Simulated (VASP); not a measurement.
VASP ran on this input.

INCAR:
```
SYSTEM = Sb
PREC = Accurate
ENCUT = 400
EDIFF = 1E-6
NELM = 100
ALGO = Normal
LREAL = .FALSE.
LASPH = .TRUE.
ISMEAR = 1
SIGMA = 0.1
GGA = PE
LMAXMIX = 4
LWAVE = .FALSE.
LCHARG = .FALSE.
ISIF = 2
```

### POSCAR
```
Sb
1
    3.9573420000    -2.1550000000     0.0000000000
    3.9573420000     2.1550000000     0.0000000000
    2.7838200000     0.0000000000     3.5432930000
Sb
2
Direct
  0.2335000000   0.2335000000   0.2335000000
  0.7665000000   0.7665000000   0.7665000000
```

**KPOINTS**
```
k-points along high-symmetry lines
5
Line-mode
Reciprocal
  0.000000   0.000000   0.000000 ! GAMMA
 -0.500000  -0.500000  -0.500000 ! T

 -0.500000  -0.500000  -0.500000 ! T
 -0.239794  -0.760206  -0.500000 ! H_2

  0.239793  -0.500000  -0.239793 ! H_0
 -0.000000  -0.500000  -0.000000 ! L

 -0.000000  -0.500000  -0.000000 ! L
  0.000000   0.000000   0.000000 ! GAMMA

  0.000000   0.000000   0.000000 ! GAMMA
  0.369897  -0.369897   0.000000 ! S_0

 -0.000000  -0.630103  -0.369897 ! S_2
  0.000000  -0.500000  -0.500000 ! F

  0.000000  -0.500000  -0.500000 ! F
  0.000000   0.000000   0.000000 ! GAMMA
```

POTCAR, in this order: Sb (PBE.64 set). Program: vasp_std.

Q: Does this input run properly? What does VASP do?

A: There is a fault: a line-mode KPOINTS file was used for a self-consistent run. The run ends without an error. Against the sound run, the energy per atom (σ→0) increases by 1.066 eV/atom; the pressure rises by 10.03 GPa; the largest force increases by 0.399 eV/Å.

### standard output
```
 POSCAR found type information on POSCAR Sb
 POSCAR found :  1 types and       2 ions
 Reading from existing POTCAR
 Reading from existing POTCAR
 LDA part: xc-table for (Slater+PW92), standard interpolation
 POSCAR, INCAR and KPOINTS ok, starting setup
 WAVECAR not read
 entering main loop
       N       E                     dE             d eps       ncg     rms          rms(c)
DAV:   1     0.349381969625E+02    0.34938E+02   -0.31667E+03   630   0.695E+02
DAV:   2    -0.476061966592E+01   -0.39699E+02   -0.38388E+02   876   0.112E+02
DAV:   3    -0.615207866814E+01   -0.13915E+01   -0.13862E+01   805   0.261E+01
DAV:   4    -0.616199642618E+01   -0.99178E-02   -0.99093E-02   800   0.258E+00
DAV:   5    -0.616206346124E+01   -0.67035E-04   -0.67033E-04   764   0.210E-01    0.297E+00
DAV:   6    -0.613308517056E+01    0.28978E-01   -0.28596E-02   708   0.100E+00    0.186E+00
DAV:   7    -0.612402348854E+01    0.90617E-02   -0.52222E-02   682   0.141E+00    0.185E-01
DAV:   8    -0.612442271865E+01   -0.39923E-03   -0.34707E-03   702   0.424E-01    0.367E-02
DAV:   9    -0.612451790034E+01   -0.95182E-04   -0.22931E-04   743   0.113E-01    0.162E-02
DAV:  10    -0.612453917515E+01   -0.21275E-04   -0.31802E-05   660   0.385E-02    0.603E-03
DAV:  11    -0.612454034913E+01   -0.11740E-05   -0.26289E-06   685   0.113E-02    0.263E-03
DAV:  12    -0.612454090019E+01   -0.55105E-06   -0.65170E-07   401   0.575E-03
   1 F= -.61245409E+01 E0= -.61248081E+01  d E =0.801552E-03
```

**OUTCAR**
```
------------------------ aborting loop because EDIFF is reached ----------------------------------------
  FORCE on cell =-STRESS in cart. coord.  units (eV):
  Direction    XX          YY          ZZ          XY          YZ          ZX
  --------------------------------------------------------------------------------------
  Total        4.5285402      4.9797955      4.9302981      0.0000000      0.0000000     -0.1494546
  in kB      120.0551753    132.0183095    130.7060961      0.0000000      0.0000000     -3.9621597
  external PRESSURE =     127.5931936 kB  Pullay stress =       0.0000000 kB
  volume of cell :       60.43
      direct lattice vectors                 reciprocal lattice vectors
     3.957342000 -2.155000000  0.000000000     0.126347432 -0.232018561 -0.099265996
     3.957342000  2.155000000  0.000000000     0.126347432  0.232018561 -0.099265996
     2.783820000  0.000000000  3.543293000     0.000000000  0.000000000  0.282223344
 POSITION                                       TOTAL-FORCE (eV/Angst)
 -----------------------------------------------------------------------------------
      2.49810      0.00000      0.82736        -0.555299      0.000000     -0.183912
      8.20040      0.00000      2.71593         0.555299      0.000000      0.183912
 -----------------------------------------------------------------------------------
    total drift:                               -0.000000      0.000000     -0.000000
  FREE ENERGIE OF THE ION-ELECTRON SYSTEM (eV)
  ---------------------------------------------------
  free  energy   TOTEN  =        -6.1245409002 eV

  energy  without entropy=       -6.1253424520  energy(sigma->0) =       -6.12480808
```
(Selected blocks of OUTCAR.)

To mend it, correct KPOINTS.
KPOINTS:
```
Automatic mesh
0
Gamma
8 8 8
0 0 0
```
The mended run (PBE GGA, plane waves, VASP's PBE PAW potentials (set 64)) converges, and its OSZICAR ends with
```
   1 F= -.82567256E+01 E0= -.82566474E+01  d E =-.234600E-03
```

The compound is Sb in the a7 structure. The cell was not relaxed at this level.
